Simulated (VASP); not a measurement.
# PtTe2: energy against strain

PtTe2 (1T layered, P-3m1, 24.184 Å³/atom and stress up to 0.10 GPa in the relaxed cell, c along z) under a strain ε along c (axis z), the other axes held. PBEsol in VASP (plane waves, PAW), 480 eV, 14×14×10 Γ-centred mesh, Methfessel-Paxton smearing 0.10 eV; ions are relaxed, or left where forces stay under 0.02 eV/Å, within the symmetry of each cell.

Here s stands for strain and y for E less E0.

```
strain (%)  E less E0 (meV/atom)
----------  --------------------
-3.00                          ?
-1.50                       1.59
-1.00                       0.77
-0.50                       0.25
0.00                        0.00
0.50                        0.00
1.00                        0.26
1.50                        0.72
```

Problem. Fit y against s with a parabola, and predict the withheld value at s = -3.00.

Solution. Least squares gives y = -0.001 - 0.2771·s + 0.5143·s². Residuals (row less fit): 0.018, -0.020, -0.016, 0.001, 0.011, 0.024, -0.021; standard error 0.023 (degrees of freedom: 4). Twice the quadratic coefficient over the volume, 2 × 0.5143 meV × 10⁴ × 0.1602 / 24.184 Å³, is the elastic constant C33 = about 68 GPa. At the withheld row, y = -0.001 - 0.2771 × (-3.0) + 0.5143 × (-3.0)² = 5.459 meV/atom. The calculation gives 5.97 meV/atom, 0.511 meV/atom above the prediction (8.6 % of the range of y in the table). The row lies outside the fitted rows, so this is an extrapolation. From the scatter of the fitted rows alone, a prediction at this place has a standard error of 0.088 meV/atom, so the miss is 5.8 times that.

A polynomial of degree 3 through the 12 other runs of the series gives 6.00 there, so most of the miss is curvature that the fit leaves out. In a metal these values are sensitive to mesh and smearing; energies are taken to zero smearing, stresses follow the free energy. The runs aren't spin-polarised. Spin-orbit coupling is left out, which can shift these values for the heavy elements here. Rows are the converged runs of the series near zero and its far end, less any whose ions stayed unrelaxed beside relaxed ones; series whose fitted rows scatter by over a few per cent of the range, as at a crossing or softening among them, aren't shown in this form. Most that stay on the fit to the last digits aren't either.
